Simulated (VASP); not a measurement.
Here is the system:

```
CELL_PARAMETERS angstrom
      0.00000     2.35770     2.35770
      2.35770     0.00000     2.35770
      2.35770     2.35770     0.00000
ATOMIC_POSITIONS crystal
  B  0.00000 0.00000 0.00000
  As 0.25000 0.25000 0.25000
```

Computed with G0W0 on PBE orbitals, VASP's PBE PAW potentials (set 64) (plane waves; VASP). Settings: PREC = Normal, 500 eV cut-off, 4×4×4 Γ-centred mesh, Gaussian smearing of 0.010 eV, potentials B_GW As_GW.

The mesh is coarse and the basis finite, so the quasiparticle values are not converged.

NBANDS = 160, ENCUTGW = 200 eV, NOMEGA = 64. The PBE levels (eV) that the step starts from are:

| state | KS energy | filling |
|---|---|---|
| k1 (0.00, 0.00, 0.00), band 1 | -9.14 | 2 |
| k1 (0.00, 0.00, 0.00), band 2 | 6.64 | 2 |
| k1 (0.00, 0.00, 0.00), band 3 | 6.64 | 2 |
| k1 (0.00, 0.00, 0.00), band 4 | 6.64 | 2 |
| k1 (0.00, 0.00, 0.00), band 5 | 9.95 | 0 |
| k1 (0.00, 0.00, 0.00), band 6 | 9.95 | 0 |
| k1 (0.00, 0.00, 0.00), band 7 | 9.95 | 0 |
| k1 (0.00, 0.00, 0.00), band 8 | 11.80 | 0 |
| k4 (0.25, 0.25, 0.00), band 1 | -7.74 | 2 |
| k4 (0.25, 0.25, 0.00), band 2 | 2.52 | 2 |
| k4 (0.25, 0.25, 0.00), band 3 | 3.81 | 2 |
| k4 (0.25, 0.25, 0.00), band 4 | 3.81 | 2 |
| k4 (0.25, 0.25, 0.00), band 5 | 8.26 | 0 |
| k4 (0.25, 0.25, 0.00), band 6 | 11.21 | 0 |
| k4 (0.25, 0.25, 0.00), band 7 | 14.24 | 0 |
| k4 (0.25, 0.25, 0.00), band 8 | 14.24 | 0 |
| k8 (-0.25, 0.50, 0.25), band 1 | -4.55 | 2 |
| k8 (-0.25, 0.50, 0.25), band 2 | -1.61 | 2 |
| k8 (-0.25, 0.50, 0.25), band 3 | 0.89 | 2 |
| k8 (-0.25, 0.50, 0.25), band 4 | 1.20 | 2 |
| k8 (-0.25, 0.50, 0.25), band 5 | 11.88 | 0 |
| k8 (-0.25, 0.50, 0.25), band 6 | 12.78 | 0 |
| k8 (-0.25, 0.50, 0.25), band 7 | 13.51 | 0 |
| k8 (-0.25, 0.50, 0.25), band 8 | 13.90 | 0 |

Task: Give the quasiparticle energies and renormalisation factors Z.

Result: 
```csv
state,QP energy (eV),Z
"k1 (0.00, 0.00, 0.00), band 1",-9.99,0.72
"k1 (0.00, 0.00, 0.00), band 2",6.03,0.79
"k1 (0.00, 0.00, 0.00), band 3",6.03,0.79
"k1 (0.00, 0.00, 0.00), band 4",6.03,0.79
"k1 (0.00, 0.00, 0.00), band 5",10.18,0.79
"k1 (0.00, 0.00, 0.00), band 6",10.18,0.79
"k1 (0.00, 0.00, 0.00), band 7",10.18,0.79
"k1 (0.00, 0.00, 0.00), band 8",12.26,0.76
"k4 (0.25, 0.25, 0.00), band 1",-8.51,0.72
"k4 (0.25, 0.25, 0.00), band 2",1.81,0.77
"k4 (0.25, 0.25, 0.00), band 3",3.13,0.78
"k4 (0.25, 0.25, 0.00), band 4",3.13,0.78
"k4 (0.25, 0.25, 0.00), band 5",8.33,0.80
"k4 (0.25, 0.25, 0.00), band 6",11.30,0.79
"k4 (0.25, 0.25, 0.00), band 7",14.54,0.77
"k4 (0.25, 0.25, 0.00), band 8",14.54,0.77
"k8 (-0.25, 0.50, 0.25), band 1",-5.16,0.73
"k8 (-0.25, 0.50, 0.25), band 2",-2.49,0.73
"k8 (-0.25, 0.50, 0.25), band 3",0.13,0.77
"k8 (-0.25, 0.50, 0.25), band 4",0.44,0.76
"k8 (-0.25, 0.50, 0.25), band 5",11.94,0.78
"k8 (-0.25, 0.50, 0.25), band 6",13.22,0.76
"k8 (-0.25, 0.50, 0.25), band 7",13.50,0.79
"k8 (-0.25, 0.50, 0.25), band 8",14.07,0.77
```
On the mesh the gap opens from 1.36 to 1.87 eV.

The compound is BAs in the zinc blende structure. This cell is one point of a volume scan, at 0.96 of the reference volume. The k-mesh is coarse (spacing up to 0.58 per Å, 2π included), so the numbers may not be converged in it.
